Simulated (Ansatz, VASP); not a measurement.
Given: the input of a run of Ansatz 0.2.0 on BeSb.

File input.yaml:

```yaml
crystal:
  lattice:
    - [3.8791, 0.0, 0.0]
    - [-1.93955, 3.3594, 0.0]
    - [0.0, 0.0, 3.03755]
  atoms:
    - { symbol: Be, position: [0.0, 0.0, 0.0] }
    - { symbol: Sb, position: [0.33333, 0.66667, 0.5] }
hamiltonian:
  xc: { exchange: pbe, correlation: pbe, exx: { coeff: 0.05, omega: 0.2 } }
  pseudopotentials: { kind: paw }
kpoints:
  mp_grid: { grid: [4, 4, 5] }
scf:
  occupations: { method: fermi_dirac, width: 0.05 }
output:
  forces: true
  stress: true
  eigenvalues: true
```

Potentials or basis: Ansatz PAW.

Command:

```bash
$ ansatz run input.yaml --threads 1 --pin off --max-ram 3584MiB --backend cpu --events-out ev --progress --plain --runs-dir out
```

Task: Translate it to VASP 6.6.1. Potentials there: VASP PAW PBE potentials, release 64 (Be, Sb).

Result: As run (the cutoff follows the program's own potentials):

File POSCAR:

```
BeSb
1.0
    3.8791000000      0.0000000000      0.0000000000
   -1.9395500000      3.3594000000      0.0000000000
    0.0000000000      0.0000000000      3.0375500000
Be Sb
1 1
Direct
    0.0000000000      0.0000000000      0.0000000000
    0.3333300000      0.6666700000      0.5000000000
```

File INCAR.step1:

```
SYSTEM = BeSb
PREC = Accurate ; ENCUT = 520
EDIFF = 1E-5 ; ISMEAR = -1
SIGMA = 0.05 ; LREAL = .FALSE.
LASPH = .TRUE. ; NELM = 100
ALGO = Normal ; ISIF = 2
LWAVE = .TRUE. ; LCHARG = .FALSE.
NBANDS = 10 ; GGA = PE
```

Contents of INCAR.step2:

```
SYSTEM = BeSb
PREC = Accurate ; ENCUT = 520
EDIFF = 1E-6 ; ISMEAR = -1
SIGMA = 0.05 ; LREAL = .FALSE.
LASPH = .TRUE. ; NELM = 100
ALGO = Normal ; ISIF = 2
LWAVE = .FALSE. ; LCHARG = .FALSE.
GGA = PE ; LHFCALC = .TRUE.
HFSCREEN = 0.2 ; AEXX = 0.05
PRECFOCK = Fast ; NBANDS = 10
ISTART = 1
```

Contents of KPOINTS:

```
regular mesh
0
G
  4 4 5
  0 0 0
```

Potentials or basis: VASP PAW PBE potentials, release 64 (Be, Sb).

Run with:

```bash
$ cat potpaw_PBE.64/Be/POTCAR potpaw_PBE.64/Sb/POTCAR > POTCAR
$ cp INCAR.step1 INCAR
$ mpirun -np 1 vasp_std > vasp.out
$ cp INCAR.step2 INCAR
$ mpirun -np 1 vasp_std > vasp.out
```

Both were run:

|  | VASP | Ansatz | Ansatz less VASP |
| --- | --- | --- | --- |
| gap on the k mesh at the Fermi level (eV) | none | none | - |
| pressure (GPa) | -0.7 | -0.7 | 0.00 |
| largest component of the traceless stress (GPa) | 1.62 | 1.63 | +0.008 |

A gap of «none» marks a metal or a gap that the smearing closes. The two sets of potentials don't hold the same shells in valence.

Caveats: the k mesh is coarse (spacing up to 0.47 Å⁻¹), so the values aren't converged, least of all with exact exchange; the PAW data sets were made with another functional, which shifts forces and pressure a little (VASP); the PAW data sets come from PBE, with cores solved anew for the run's functional, which leaves a small shift of forces and pressure (Ansatz); the thresholds are loose for stress (Ansatz). The runs have no spin-orbit coupling, so splittings on Sb are missing.
